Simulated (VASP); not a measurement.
```xyz
2
Lattice="0.0000 2.2452 2.2452 2.2452 0.0000 2.2452 2.2452 2.2452 0.0000" Properties=species:S:1:pos:R:3 pbc="T T T"
Hf     0.0000     0.0000     0.0000
N      2.2452     2.2452     2.2452
```

Method: PBEsol GGA, VASP's PBE PAW potentials (set 64) (plane waves; VASP 6.6.1). Numerical set-up: 520 eV cut-off, Gaussian smearing of 0.050 eV, potentials Hf_pv N.

Q: Give the energies of bands 5 to 10 at the high-symmetry points, in eV from the Fermi level.

A: 
```tsv
band	Γ	X	U	L	W
5	-3.03	-5.41	-6.42	-9.03	-6.26
6	-3.03	-3.95	-5.54	-6.29	-5.51
7	-3.03	-3.69	-5.01	-6.29	-5.51
8	-0.41	-3.69	-0.90	3.36	1.13
9	-0.41	4.17	3.95	3.78	1.13
10	-0.41	5.67	4.55	3.78	5.69
```

It has no gap at this level: it comes out as a metal or semimetal.

The structure comes from a measured HfN entry (Fm-3m) of the Crystallography Open Database, whose conditions weren't checked. It was relaxed first. The electron count is odd and the run is not spin-polarised, which forces a metal.
